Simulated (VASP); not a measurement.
An input for Quantum ESPRESSO's pw.x (written as the equivalent of a VASP run, and not itself run):

```
&CONTROL
  calculation = 'scf'
  pseudo_dir = './pseudo'
  outdir = './out'
  tprnfor = .true.
  tstress = .true.
/
&SYSTEM
  ibrav = 0
  nat = 2
  ntyp = 2
  ecutwfc = 80
  occupations = 'tetrahedra'
  input_dft = 'pbesol'
/
&ELECTRONS
  conv_thr = 7.3e-09
  electron_maxstep = 100
/
ATOMIC_SPECIES
  Mo 95.950 Mo.upf
  P 30.974 P.upf
CELL_PARAMETERS angstrom
     0.0000000    2.6736921    2.6736921
     2.6736921   -0.0000000    2.6736921
     2.6736921    2.6736921   -0.0000000
ATOMIC_POSITIONS crystal
  Mo   0.0000000  0.0000000  0.0000000
  P    0.2500000  0.2500000  0.2500000
K_POINTS automatic
  13 13 13 0 0 0
```

### Question
Translate this input to VASP (INCAR, KPOINTS, POSCAR, choice of POTCAR).

### Answer
One answer among several that fit: 
### KPOINTS
```
Automatic mesh
0
Gamma
13 13 13
0 0 0
```

File POSCAR:
```
MoP
1
    0.0000000000     2.6736921149     2.6736921149
    2.6736921149    -0.0000000000     2.6736921149
    2.6736921149     2.6736921149    -0.0000000000
Mo P
1 1
Direct
  0.0000000000   0.0000000000   0.0000000000
  0.2500000000   0.2500000000   0.2500000000
```

**INCAR**
```
# general
SYSTEM  = MoP
PREC    = Accurate
ENCUT   = 400   # plane-wave cut-off (eV)
LREAL   = .FALSE.   # projection in real space or not
LASPH   = .TRUE.   # aspherical one-centre terms

# electronic loop
EDIFF   = 1E-7   # SCF stop (eV)
NELM    = 100
ALGO    = Normal
LMAXMIX = 4   # l cut-off of mixed one-centre charges

# smearing
ISMEAR  = -5

# functional
GGA     = PS

# ions
ISIF    = 2   # forces and stress, cell fixed

# output
LWAVE   = .FALSE.
LCHARG  = .TRUE.
LORBIT  = 11   # lm-projected
NEDOS   = 601   # DOS grid
```

POTCAR, in this order: Mo_sv P (PBE.64 set). Program: vasp_std.

Limits of the translation: the potentials are each code's own (VASP's PAW set, PseudoDojo norm-conserving files in pw.x), so ENCUT and ecutwfc are chosen apart and not converted; conv_thr bounds pw.x's estimated SCF error, while EDIFF bounds the energy change between steps.

The structure was generated: MoP was put into the zinc blende type (F-43m), which need not be its known phase. It was relaxed first, which changed the volume by -30 %.
